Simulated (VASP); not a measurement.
All values below come from r2SCAN meta-GGA, VASP's PBE PAW potentials (set 64) (plane waves; VASP 6.6.1).

A VASP calculation is set up with these files.

**INCAR**
```
! general
SYSTEM   =  Ni
PREC     =  Normal
ENCUT    =  400
LREAL    =  .FALSE.
LASPH    =  .TRUE.

! electronic loop
EDIFF    =  1E-5
NELM     =  100
NELMIN   =  4
ALGO     =  Normal
LMAXMIX  =  4
LMIXTAU  =  .TRUE.

! smearing
ISMEAR   =  1
SIGMA    =  0.1

! functional
METAGGA  =  R2SCAN

! spin
ISPIN    =  2
MAGMOM   =  0.8

! ions
IBRION   =  2
NSW      =  20
ISIF     =  2
EDIFFG   =  -0.03

! output
LWAVE    =  .FALSE.
LCHARG   =  .FALSE.
LORBIT   =  10
```

POSCAR:
```
Ni
1
    0.0000000000     1.7408420195     1.7408420195
    1.7408420195     0.0000000000     1.7408420195
    1.7408420195     1.7408420195     0.0000000000
Ni
1
Direct
  0.0000000000   0.0000000000   0.0000000000
```

**KPOINTS**
```
K-points
0
gamma
20 20 20
0 0 0
```

POTCAR, in this order: Ni (PBE.64 set). Program: vasp_std.

### Question
What will the output report for the number of irreducible k-points (NKPTS), largest plane-wave count, number of space-group operations, FFT grid (NGX, NGY, NGZ)?

### Answer

```json
{
  "number of irreducible k-points (NKPTS)": "256",
  "largest_plane_wave_count": "200",
  "number_of_space_group_operations": "48",
  "FFT grid (NGX, NGY, NGZ)": "12 × 12 × 12"
}
```

The compound is Ni in the fcc structure. It was relaxed first.
